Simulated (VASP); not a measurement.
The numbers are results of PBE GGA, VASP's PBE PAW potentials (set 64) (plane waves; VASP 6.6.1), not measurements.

The input files of a VASP run:

### KPOINTS
```
Regular mesh
0
G
12 12 7
```

**POSCAR**
```
Tb
1
    1.8034477227    -3.1236626190     0.0000000000
    1.8034477227     3.1236626190     0.0000000000
    0.0000000000     0.0000000000     5.5898568991
Tb
2
Direct
  0.3333330000   0.6666670000   0.2500000000
  0.6666670000   0.3333330000   0.7500000000
```

INCAR:
```
# general
SYSTEM  = Tb
PREC    = Accurate
ENCUT   = 520
LREAL   = F   # projection in real space or not
LASPH   = T

# electronic loop
EDIFF   = 1E-7   # SCF stop (eV)
NELM    = 100
ALGO    = Normal
LMAXMIX = 6   # l cut-off of mixed one-centre charges

# smearing
ISMEAR  = 1
SIGMA   = 0.1

# functional
GGA     = PE   # PBE

# ions
IBRION  = 2   # conjugate gradients
NSW     = 30   # most ionic steps
ISIF    = 4
EDIFFG  = -0.01

# output
LWAVE   = F
LCHARG  = F
```

POTCAR, in this order: Tb_3 (PBE.64 set). Program: vasp_std.

### Question
What will the output report for the number of irreducible k-points (NKPTS), largest plane-wave count, number of space-group operations, FFT grid (NGX, NGY, NGZ)?

### Answer

- number of irreducible k-points (NKPTS): 76
- largest plane-wave count: 1737
- number of space-group operations: 24
- FFT grid (NGX, NGY, NGZ): 28 × 28 × 42

The compound is Tb in the hcp structure. This cell is one point of a volume scan, at 0.97 of the reference volume. Symmetry was kept, so distortions that lower it aren't found. The 4f electrons are frozen in the core of the lanthanide potential, so 4f levels, which can set the real gap, and their magnetism are missing.
